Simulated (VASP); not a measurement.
All values below come from r2SCAN meta-GGA with spin-orbit coupling, VASP's PBE PAW potentials (set 64) (plane waves; VASP).

VASP input:

KPOINTS_OPT:
```
k-points along high-symmetry lines
8
Line-mode
Reciprocal
  0.000000   0.000000   0.000000 ! GAMMA
  0.500000   0.000000   0.500000 ! X

  0.500000   0.000000   0.500000 ! X
  0.625000   0.250000   0.625000 ! U

  0.375000   0.375000   0.750000 ! K
  0.000000   0.000000   0.000000 ! GAMMA

  0.000000   0.000000   0.000000 ! GAMMA
  0.500000   0.500000   0.500000 ! L

  0.500000   0.500000   0.500000 ! L
  0.500000   0.250000   0.750000 ! W

  0.500000   0.250000   0.750000 ! W
  0.500000   0.000000   0.500000 ! X
```

### INCAR
```
# general
SYSTEM     = ZrC
PREC       = Accurate
ENCUT      = 520
LREAL      = .FALSE.
LASPH      = .TRUE.

# electronic loop
EDIFF      = 1E-6
NELM       = 100
ALGO       = Normal
LMAXMIX    = 4
LMIXTAU    = .TRUE.

# smearing
ISMEAR     = 0
SIGMA      = 0.05

# functional
METAGGA    = R2SCAN
GGA_COMPAT = .FALSE.

# spin
MAGMOM     = 6*0
LSORBIT    = .TRUE.

# output
LWAVE      = .FALSE.
LCHARG     = .FALSE.
```

### KPOINTS
```
Automatic mesh
0
Gamma
12 12 12
0 0 0
```

POSCAR:
```
ZrC
2.3566830
  0.0000000000   1.0000001378   1.0000001378
  1.0000001378   0.0000000000   1.0000001378
  1.0000001378   1.0000001378   0.0000000000
Zr C
1 1
Direct
  0.0000000000   0.0000000000   0.0000000000
  0.5000000000   0.5000000000   0.5000000000
```

POTCAR, in this order: Zr_sv C (PBE.64 set). Program: vasp_ncl.

**Question.** Predict the energy per atom (σ→0), band gap (over mesh and band path).

**Answer.** 
```json
{
  "energy per atom (σ→0)": "-17.395 eV/atom",
  "band gap (over mesh and band path)": "none (metal, semimetal or under 0.01 eV)"
}
```

**OSZICAR**
```
...
DAV:  14    -0.347899568703E+02   -0.48555E-03   -0.12557E-03  4104   0.275E-01    0.794E-02
DAV:  15    -0.347900651035E+02   -0.10823E-03   -0.54401E-04  4328   0.166E-01    0.121E-02
DAV:  16    -0.347900273719E+02    0.37732E-04   -0.29462E-05  4520   0.471E-02    0.100E-02
DAV:  17    -0.347900684640E+02   -0.41092E-04   -0.59710E-05  3864   0.646E-02    0.641E-03
DAV:  18    -0.347900664995E+02    0.19645E-05   -0.34387E-06  3648   0.151E-02    0.330E-03
DAV:  19    -0.347900666026E+02   -0.10306E-06   -0.30663E-07  1952   0.554E-03
   1 F= -.34790067E+02 E0= -.34789789E+02  d E =-.555483E-03  mag=     0.0000    -0.0000    -0.0000
       N       E                     dE             ncg
```

The compound is ZrC in the rock salt structure. It was relaxed first.
